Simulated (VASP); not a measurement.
Consider the following.

```
CsPbBr3
1.0
    5.91989     0.00000     0.00000
    0.00000     5.91989     0.00000
    0.00000     0.00000     5.91989
Cs Pb Br
1 1 3
Direct
  0.00000   0.00000   0.00000
  0.50000   0.50000   0.50000
  0.50000   0.00000   0.50000
  0.00000   0.50000   0.50000
  0.50000   0.50000   0.00000
```

All values below come from rev-vdW-DF2, VASP's PBE PAW potentials (set 64) (plane waves; VASP). Numerical set-up: 520 eV cut-off, Gaussian smearing of 0.050 eV, potentials Cs_sv Pb_d Br.

Unless said otherwise, spin-orbit coupling is left out, though it shifts the bands of the heavy elements here.

Question: Predict the band gap (along the path) with the smallest direct gap where there is one.

Answer: 
```json
{
  "band gap (along the path)": "1.63 eV",
  "smallest direct gap (along the path)": "1.63 eV"
}
```

The absolute energy has meaning only against runs of the same code, potentials and settings.

The compound is CsPbBr3 in the cubic perovskite structure, the ideal cubic form; the compound distorts at low or room temperature. It was relaxed first.
